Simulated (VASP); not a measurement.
Consider the following.

```
Tc
1.0
    2.51995     0.00000     0.00000
    0.00000     2.51995     0.00000
    0.00000     0.00000     2.51995
Tc
1
Direct
  0.00000   0.00000   0.00000
```

Level of theory: PBEsol GGA, VASP's PBE PAW potentials (set 64) (plane waves; VASP). Numerical set-up: 400 eV cut-off, 13×13×13 Γ-centred mesh, first-order Methfessel-Paxton smearing of 0.10 eV, potentials Tc_pv.

Energy and stress use the plane-wave basis of the starting cell.

Task: The ions, cell shape and volume are relaxed. Which structure does the run end with?

Result: 
```
Tc
1.0
    2.49821     0.00000     0.00000
    0.00000     2.49821     0.00000
    0.00000     0.00000     2.49821
Tc
1
Cartesian
  0.00000   0.00000   0.00000
```
Space group Pm-3m (221), at a tolerance of 0.03 Å.

Task: How do energy and volume change from the first to the last step?

Result: The energy (σ→0) changes by -8.1 meV/atom and the volume by -2.6 %, in 4 ionic steps.

```json
[
 {"step": "1", "E(σ→0) (eV)": "-10.1488", "max force (eV/Å)": "0.000", "pressure (GPa)": "-6.17", "volume (Å³)": "16.00"},
 {"step": "2", "E(σ→0) (eV)": "-10.1027", "max force (eV/Å)": "0.000", "pressure (GPa)": "18.99", "volume (Å³)": "14.62"},
 {"step": "3", "E(σ→0) (eV)": "-10.1570", "max force (eV/Å)": "0.000", "pressure (GPa)": "-0.13", "volume (Å³)": "15.60"},
 {"step": "4", "E(σ→0) (eV)": "-10.1570", "max force (eV/Å)": "0.000", "pressure (GPa)": "-0.02", "volume (Å³)": "15.59"}
]
```

The structure was generated: Tc was put into the simple-cubic type (Pm-3m), which need not be its known phase. This run relaxes it. Symmetry was kept, so distortions that lower it aren't found.
